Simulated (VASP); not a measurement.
Level of theory: optB88-vdW, VASP's PBE PAW potentials (set 64) (plane waves; VASP).

The input files of a VASP run:

File POSCAR:
```
MoS2
3.1934270
  0.5000000335  -0.8660253728   0.0000000000
  0.5000000335   0.8660253728   0.0000000000
  0.0000000000   0.0000000000   3.9036709271
Mo S
2 4
direct
  0.3333330000   0.6666670000   0.2500000000
  0.6666670000   0.3333330000   0.7500000000
  0.3333330000   0.6666670000   0.8759251023
  0.6666670000   0.3333330000   0.3759251023
  0.6666670000   0.3333330000   0.1240748977
  0.3333330000   0.6666670000   0.6240748977
```

**KPOINTS**
```
Automatic mesh
0
Gamma
9 9 2
0 0 0
```

INCAR:
```
SYSTEM = MoS2
PREC = Accurate
ENCUT = 520
EDIFF = 1E-7
NELM = 100
ALGO = Normal
LREAL = .FALSE.
LASPH = .TRUE.
ISMEAR = -5
GGA = BO
PARAM1 = 0.1833333333
PARAM2 = 0.22
LUSE_VDW = .TRUE.
AGGAC = 0.0
LMAXMIX = 4
LWAVE = .FALSE.
LCHARG = .TRUE.
LORBIT = 11
NEDOS = 601
ISIF = 2
LEFG = .TRUE.
```

POTCAR, in this order: Mo_sv S (PBE.64 set). Program: vasp_std.

Output of the run:

OUTCAR:
```
 ion  position               nearest neighbor table
   1  0.333  0.667  0.250-   4 2.42   5 2.42   4 2.42   5 2.42   4 2.42   5 2.42
   2  0.667  0.333  0.750-   3 2.42   6 2.42   3 2.42   6 2.42   3 2.42   6 2.42
   3  0.333  0.667  0.876-   2 2.42   2 2.42   2 2.42
   4  0.667  0.333  0.376-   1 2.42   1 2.42   1 2.42
   5  0.667  0.333  0.124-   1 2.42   1 2.42   1 2.42
   6  0.333  0.667  0.624-   2 2.42   2 2.42   2 2.42
  LATTYP: Found a hexagonal cell.
 ALAT       =     3.1934269678
 C/A-ratio  =     3.9036709665
 Subroutine PRICEL returns:
 Original cell was already a primitive cell.
 Subroutine GETGRP returns: Found 24 space group operations
The static configuration has the point symmetry D_3d.
 The point group associated with its full space group is D_6h.
The dynamic configuration has the point symmetry D_3d.
 Subroutine INISYM returns: Found 24 space group operations
 Subroutine IBZKPT returns following result:
 Found     24 irreducible k-points:

 Following reciprocal coordinates:
            Coordinates               Weight
  0.000000  0.000000  0.000000      1.000000
  0.111111 -0.000000  0.000000      6.000000
  0.222222 -0.000000  0.000000      6.000000
  0.333333 -0.000000  0.000000      6.000000
  0.444444 -0.000000  0.000000      6.000000
  0.111111  0.111111  0.000000      6.000000
  0.222222  0.111111  0.000000     12.000000
  0.333333  0.111111  0.000000     12.000000
  0.444444  0.111111  0.000000      6.000000
  0.222222  0.222222  0.000000      6.000000
  0.333333  0.222222  0.000000     12.000000
  0.333333  0.333333  0.000000      2.000000
  0.000000  0.000000  0.500000      1.000000
  0.111111 -0.000000  0.500000      6.000000
  0.222222 -0.000000  0.500000      6.000000
  0.333333 -0.000000  0.500000      6.000000
  0.444444 -0.000000  0.500000      6.000000
  0.111111  0.111111  0.500000      6.000000
...
```

OSZICAR:
```
       N       E                     dE             d eps       ncg     rms          rms(c)
DAV:   1     0.466347979016E+03    0.46635E+03   -0.29656E+04  1656   0.159E+03
DAV:   2    -0.835227359186E+01   -0.47470E+03   -0.46439E+03  1827   0.399E+02
DAV:   3    -0.337744148688E+02   -0.25422E+02   -0.25256E+02  1946   0.800E+01
DAV:   4    -0.343717593981E+02   -0.59734E+00   -0.59544E+00  1804   0.118E+01
DAV:   5    -0.343884226775E+02   -0.16663E-01   -0.16658E-01  1924   0.191E+00    0.315E+01
DAV:   6    -0.322378318149E+02    0.21506E+01   -0.26982E+01  1662   0.262E+01    0.133E+01
DAV:   7    -0.316504397460E+02    0.58739E+00   -0.11539E+01  1688   0.173E+01    0.797E+00
DAV:   8    -0.313272269923E+02    0.32321E+00   -0.15493E+00  2023   0.676E+00    0.283E+00
DAV:   9    -0.313392725085E+02   -0.12046E-01   -0.16627E-01  2053   0.195E+00    0.138E+00
DAV:  10    -0.313303304353E+02    0.89421E-02   -0.78384E-02  1841   0.149E+00    0.364E-01
DAV:  11    -0.313301543382E+02    0.17610E-03   -0.29846E-03  1854   0.309E-01    0.235E-01
DAV:  12    -0.313299236241E+02    0.23071E-03   -0.98291E-04  1859   0.156E-01    0.836E-02
DAV:  13    -0.313299080372E+02    0.15587E-04   -0.17077E-04  1993   0.663E-02    0.181E-02
DAV:  14    -0.313299089333E+02   -0.89605E-06   -0.69577E-06  1862   0.147E-02    0.184E-02
DAV:  15    -0.313299089180E+02    0.15241E-07   -0.80654E-07  1845   0.415E-03
   1 F= -.31329909E+02 E0= -.31329909E+02  d E =0.000000E+00
```

OUTCAR:
```
------------------------ aborting loop because EDIFF is reached ----------------------------------------
  FORCE on cell =-STRESS in cart. coord.  units (eV):
  Direction    XX          YY          ZZ          XY          YZ          ZX
  --------------------------------------------------------------------------------------
  Total       -0.0738315     -0.0738315     -0.0799515      0.0000000      0.0000000      0.0000000
  in kB       -1.0744282     -1.0744280     -1.1634897      0.0000000      0.0000000      0.0000000
  external PRESSURE =      -1.1041153 kB  Pullay stress =       0.0000000 kB
  volume of cell :      110.10
      direct lattice vectors                 reciprocal lattice vectors
     1.596713607 -2.765588808  0.000000000     0.313143195 -0.180793326  0.000000000
     1.596713607  2.765588808  0.000000000     0.313143195  0.180793326  0.000000000
     0.000000000  0.000000000 12.466088138     0.000000000  0.000000000  0.080217626
 POSITION                                       TOTAL-FORCE (eV/Angst)
 -----------------------------------------------------------------------------------
      1.59671      0.92186      3.11652         0.000000     -0.000000      0.000000
      1.59671     -0.92186      9.34957        -0.000000      0.000000      0.000000
      1.59671      0.92186     10.91936        -0.000000      0.000000     -0.006967
      1.59671     -0.92186      4.68632        -0.000000     -0.000000     -0.006967
      1.59671     -0.92186      1.54673        -0.000000     -0.000000      0.006967
      1.59671      0.92186      7.77977        -0.000000      0.000000      0.006967
 -----------------------------------------------------------------------------------
    total drift:                                0.000240      0.001632     -0.000030
  FREE ENERGIE OF THE ION-ELECTRON SYSTEM (eV)
  ---------------------------------------------------
  free  energy   TOTEN  =       -31.3299089180 eV

  energy  without entropy=      -31.3299089180  energy(sigma->0) =      -31.32990892

 total charge

# of ion       s       p       d       tot
------------------------------------------
    1        2.285   6.206   3.932  12.424
    2        2.285   6.206   3.932  12.424
    3        1.371   2.343   0.000   3.714
    4        1.371   2.343   0.000   3.714
    5        1.371   2.343   0.000   3.714
    6        1.371   2.343   0.000   3.714
--------------------------------------------------
tot         10.056  21.784   7.864  39.703

 Electric field gradients after diagonalization (V/A^2)
 (convention: |V_zz| > |V_xx| > |V_yy|)
----------------------------------------------------------------------
 ion       V_xx      V_yy      V_zz     asymmetry (V_yy - V_xx)/ V_zz
----------------------------------------------------------------------
   1      40.531    40.526   -81.057       0.000
   2      40.531    40.526   -81.057       0.000
   3      25.863    25.862   -51.725       0.000
   4      25.863    25.862   -51.725       0.000
   5      25.863    25.862   -51.725       0.000
   6      25.863    25.862   -51.725       0.000
```
(Selected blocks of OUTCAR.)

File OUTCAR:
```
 val. band max:        6.9952436056   @ k =   0.0000   0.0000   0.0000

 cond. band min:       7.9803864442   @ k =   0.2222   0.1111   0.0000


 Fermi energy:         7.0117478220

 k-point     1 :       0.0000    0.0000    0.0000
  band No.  band energies     occupation
      1     -54.5516      2.00000
      2     -54.5516      2.00000
      3     -28.6782      2.00000
      4     -28.6782      2.00000
      5     -28.4900      2.00000
      6     -28.4900      2.00000
      7     -28.4900      2.00000
      8     -28.4900      2.00000
      9      -7.7425      2.00000
     10      -7.4992      2.00000
     11      -6.5757      2.00000
     12      -6.1815      2.00000
     13       0.3713      2.00000
     14       1.3403      2.00000
     15       3.6460      2.00000
     16       3.8033      2.00000
     17       3.8033      2.00000
     18       3.8156      2.00000
     19       3.8156      2.00000
     20       4.8647      2.00000
     21       4.8647      2.00000
     22       4.9066      2.00000
     23       4.9066      2.00000
     24       5.8043      2.00000
     25       5.9464      2.00000
     26       6.9952      2.00000
     27       9.0726      0.00000
     28       9.0751      0.00000
     29       9.0993      0.00000
     30       9.1165      0.00000
     31       9.2090      0.00000

 k-point     2 :       0.1111   -0.0000    0.0000
  band No.  band energies     occupation
      1     -54.5475      2.00000
      2     -54.5474      2.00000
      3     -28.6701      2.00000
      4     -28.6700      2.00000
      5     -28.5321      2.00000
      6     -28.5321      2.00000
      7     -28.4997      2.00000
      8     -28.4997      2.00000
      9      -7.5657      2.00000
     10      -7.3256      2.00000
     11      -6.4917      2.00000
     12      -6.1182      2.00000
     13       0.5754      2.00000
     14       1.5375      2.00000
     15       3.3065      2.00000
     16       3.4204      2.00000
     17       3.4485      2.00000
...
```

The compound is MoS2 in the 2H layered structure. It was relaxed first.
